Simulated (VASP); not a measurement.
Computed with optB86b-vdW, VASP's PBE PAW potentials (set 64) (plane waves; VASP 6.6.1).

VASP input:

KPOINTS:
```
Regular mesh
0
gamma
 6 6 5
0 0 0
```

**INCAR**
```
SYSTEM  =  SnO
PREC  =  Accurate; ENCUT  =  520; LREAL  =  .FALSE.
LASPH  =  .TRUE.
EDIFF  =  1E-7; NELM  =  100; ALGO  =  Normal
LMAXMIX  =  4
ISMEAR  =  0; SIGMA  =  0.05
GGA  =  MK; LUSE_VDW  =  .TRUE.; AGGAC  =  0.0
PARAM1  =  0.1234; PARAM2  =  1.0
IBRION  =  2; NSW  =  30; ISIF  =  4
EDIFFG  =  -0.01
LWAVE  =  .FALSE.; LCHARG  =  .FALSE.
```

POSCAR:
```
SnO
1
    3.7620268625     0.0000000000     0.0000000000
    0.0000000000     3.7620268625     0.0000000000
    0.0000000000     0.0000000000     4.6911343256
Sn O
2 2
Direct
  0.5000000000   1.0000000000   0.7577726866
  1.0000000000   0.5000000000   0.2422273134
  0.5000000000   0.5000000000   0.0000000000
  0.0000000000   0.0000000000   0.0000000000
```

POTCAR, in this order: Sn_d O (PBE.64 set). Program: vasp_std.

Unless said otherwise, spin-orbit coupling is left out, though it shifts the bands of the heavy elements here.

Question: Estimate the energy per atom (σ→0), band gap (on the k-mesh).

Answer: 
- energy per atom (σ→0): -3.364 eV/atom
- band gap (on the k-mesh): none (metal, semimetal or under 0.01 eV)

**OSZICAR**
```
...
       N       E                     dE             d eps       ncg     rms          rms(c)
DAV:   1    -0.134575462084E+02    0.25560E-04   -0.20089E-02  1736   0.891E-01    0.328E-02
DAV:   2    -0.134575966591E+02   -0.50451E-04   -0.58054E-04  2064   0.228E-01    0.137E-02
DAV:   3    -0.134575938277E+02    0.28313E-05   -0.77298E-06  1960   0.323E-02    0.820E-03
DAV:   4    -0.134575925950E+02    0.12328E-05   -0.18802E-06  2120   0.243E-02    0.172E-03
DAV:   5    -0.134575926953E+02   -0.10031E-06   -0.63575E-07  1448   0.819E-03    0.720E-04
DAV:   6    -0.134575927577E+02   -0.62474E-07   -0.41260E-08   760   0.350E-03
   7 F= -.13457593E+02 E0= -.13457335E+02  d E =-.209256E-04
```

The compound is SnO in the litharge structure. This cell is one point of a volume scan, at 0.94 of the reference volume. Symmetry was kept, so distortions that lower it aren't found.
